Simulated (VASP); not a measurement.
```xyz
3
Lattice="0.0000 2.7615 2.7615 2.7615 0.0000 2.7615 2.7615 2.7615 0.0000" Properties=species:S:1:pos:R:3 pbc="T T T"
Ce     0.0000     0.0000     0.0000
O      1.3808     1.3808     1.3808
O      4.1423     4.1423     4.1423
```

These are LDA (Ceperley-Alder, Perdew-Zunger), VASP's LDA PAW potentials (set 64) (plane waves; VASP 6.6.1) values and carry that method's errors. Settings: 400 eV cut-off, 10×10×10 Γ-centred mesh, Fermi-Dirac smearing of 0.050 eV, potentials Ce O.

At this cut-off the stress carries a Pulay error, which pulls relaxed volumes low.

Problem. Give the stress tensor in GPa (positive for a compressed cell).

Solution. 
```
-19.61    0.00    0.00
  0.00  -19.61    0.00
  0.00    0.00  -19.61
```
The pressure is its mean diagonal, -19.61 GPa.

The structure is a typed CeO2 crystal. The cell was not relaxed at this level. The run is not spin-polarised, so no magnetic state was tried.
